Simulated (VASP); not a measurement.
A run of VASP 6.6.1:

Contents of INCAR:

```
PREC = Accurate
ENCUT = 520
EDIFF = 1E-6
ISMEAR = 0
SIGMA = 0.03
LREAL = False
LASPH = True
NELM = 80
ALGO = Normal
ISIF = 2
LWAVE = False
LCHARG = False
GGA = PS
NBANDS = 21
ICORELEVEL = 1
```

Contents of KPOINTS:

```
Automatic mesh
0
Gamma
  10 10 10
```

File POSCAR:

```
Sn                                      
1.0
    0.0000000000      3.2685833775      3.2685833775
    3.2685833775      0.0000000000      3.2685833775
    3.2685833775      3.2685833775      0.0000000000
  Sn            
     2
Direct
     0.0000000000000000    0.0000000000000000    0.0000000000000000
     0.2500000000000000    0.2500000000000000    0.2500000000000000
```

The input KPOINTS_OPT:

```
explicit points
109
Reciprocal
 0.0000000000  0.0000000000  0.0000000000 1
 0.0555555556  0.0000000000  0.0555555556 1
 0.1111111111  0.0000000000  0.1111111111 1
 0.1666666667  0.0000000000  0.1666666667 1
 0.2222222222  0.0000000000  0.2222222222 1
 0.2777777778  0.0000000000  0.2777777778 1
 0.3333333333  0.0000000000  0.3333333333 1
 0.3888888889  0.0000000000  0.3888888889 1
 0.4444444444  0.0000000000  0.4444444444 1
 0.5000000000  0.0000000000  0.5000000000 1
 0.5000000000  0.0000000000  0.5000000000 1
 0.5000000000  0.0277777778  0.5277777778 1
 0.5000000000  0.0555555556  0.5555555556 1
 0.5000000000  0.0833333333  0.5833333333 1
 0.5000000000  0.1111111111  0.6111111111 1
 0.5000000000  0.1388888889  0.6388888889 1
 0.5000000000  0.1666666667  0.6666666667 1
 0.5000000000  0.1944444444  0.6944444444 1
 0.5000000000  0.2222222222  0.7222222222 1
 0.5000000000  0.2500000000  0.7500000000 1
 0.5000000000  0.2500000000  0.7500000000 1
 0.4861111111  0.2638888889  0.7500000000 1
 0.4722222222  0.2777777778  0.7500000000 1
 0.4583333333  0.2916666667  0.7500000000 1
 0.4444444444  0.3055555556  0.7500000000 1
 0.4305555556  0.3194444444  0.7500000000 1
 0.4166666667  0.3333333333  0.7500000000 1
 0.4027777778  0.3472222222  0.7500000000 1
 0.3888888889  0.3611111111  0.7500000000 1
 0.3750000000  0.3750000000  0.7500000000 1
 0.3750000000  0.3750000000  0.7500000000 1
 0.3333333333  0.3333333333  0.6666666667 1
 0.2916666667  0.2916666667  0.5833333333 1
 0.2500000000  0.2500000000  0.5000000000 1
 0.2083333333  0.2083333333  0.4166666667 1
 0.1666666667  0.1666666667  0.3333333333 1
 0.1250000000  0.1250000000  0.2500000000 1
 0.0833333333  0.0833333333  0.1666666667 1
 0.0416666667  0.0416666667  0.0833333333 1
 0.0000000000  0.0000000000  0.0000000000 1
 0.0000000000  0.0000000000  0.0000000000 1
 0.0555555556  0.0555555556  0.0555555556 1
 0.1111111111  0.1111111111  0.1111111111 1
 0.1666666667  0.1666666667  0.1666666667 1
 0.2222222222  0.2222222222  0.2222222222 1
 0.2777777778  0.2777777778  0.2777777778 1
 0.3333333333  0.3333333333  0.3333333333 1
 0.3888888889  0.3888888889  0.3888888889 1
 0.4444444444  0.4444444444  0.4444444444 1
 0.5000000000  0.5000000000  0.5000000000 1
 0.5000000000  0.5000000000  0.5000000000 1
 0.5138888889  0.4722222222  0.5138888889 1
 0.5277777778  0.4444444444  0.5277777778 1
 0.5416666667  0.4166666667  0.5416666667 1
 0.5555555556  0.3888888889  0.5555555556 1
 0.5694444444  0.3611111111  0.5694444444 1
 0.5833333333  0.3333333333  0.5833333333 1
 0.5972222222  0.3055555556  0.5972222222 1
 0.6111111111  0.2777777778  0.6111111111 1
 0.6250000000  0.2500000000  0.6250000000 1
 0.6250000000  0.2500000000  0.6250000000 1
 0.6111111111  0.2500000000  0.6388888889 1
 0.5972222222  0.2500000000  0.6527777778 1
 0.5833333333  0.2500000000  0.6666666667 1
 0.5694444444  0.2500000000  0.6805555556 1
 0.5555555556  0.2500000000  0.6944444444 1
 0.5416666667  0.2500000000  0.7083333333 1
 0.5277777778  0.2500000000  0.7222222222 1
 0.5138888889  0.2500000000  0.7361111111 1
 0.5000000000  0.2500000000  0.7500000000 1
 0.5000000000  0.2500000000  0.7500000000 1
 0.5000000000  0.2777777778  0.7222222222 1
 0.5000000000  0.3055555556  0.6944444444 1
 0.5000000000  0.3333333333  0.6666666667 1
 0.5000000000  0.3611111111  0.6388888889 1
 0.5000000000  0.3888888889  0.6111111111 1
 0.5000000000  0.4166666667  0.5833333333 1
 0.5000000000  0.4444444444  0.5555555556 1
 0.5000000000  0.4722222222  0.5277777778 1
 0.5000000000  0.5000000000  0.5000000000 1
 0.5000000000  0.5000000000  0.5000000000 1
 0.4861111111  0.4861111111  0.5277777778 1
 0.4722222222  0.4722222222  0.5555555556 1
 0.4583333333  0.4583333333  0.5833333333 1
 0.4444444444  0.4444444444  0.6111111111 1
 0.4305555556  0.4305555556  0.6388888889 1
 0.4166666667  0.4166666667  0.6666666667 1
 0.4027777778  0.4027777778  0.6944444444 1
 0.3888888889  0.3888888889  0.7222222222 1
 0.3750000000  0.3750000000  0.7500000000 1
 0.6250000000  0.2500000000  0.6250000000 1
 0.6111111111  0.2222222222  0.6111111111 1
 0.5972222222  0.1944444444  0.5972222222 1
 0.5833333333  0.1666666667  0.5833333333 1
 0.5694444444  0.1388888889  0.5694444444 1
 0.5555555556  0.1111111111  0.5555555556 1
 0.5416666667  0.0833333333  0.5416666667 1
 0.5277777778  0.0555555556  0.5277777778 1
 0.5138888889  0.0277777778  0.5138888889 1
 0.5000000000  0.0000000000  0.5000000000 1
 0.0000000000  0.0000000000  0.0000000000 1
 0.3750000000  0.3750000000  0.7500000000 1
 0.5000000000  0.5000000000  0.5000000000 1
 0.6250000000  0.2500000000  0.6250000000 1
 0.5000000000  0.2500000000  0.7500000000 1
 0.5000000000  0.0000000000  0.5000000000 1
 0.4000000000  0.0000000000  0.4000000000 1
 0.4250000000  0.0000000000  0.4250000000 1
 0.4500000000  0.0000000000  0.4500000000 1
```

Potentials or basis: VASP PAW PBE potentials, release 64 (Sn_d).

Run with:

```bash
$ cat potpaw_PBE.64/Sn_d/POTCAR > POTCAR
$ mpirun -np 1 vasp_std > vasp.out
```

Hardware: 1 thread of Intel(R) Xeon(R) 6975P-C (Granite Rapids), with other jobs on the host.

How long does it take, and how much memory?

It took 51 s on 1 thread of Intel(R) Xeon(R) 6975P-C (Granite Rapids), with other jobs on the host, peak memory 0.25 GiB. Counts: scf iterations 39, k points 47.
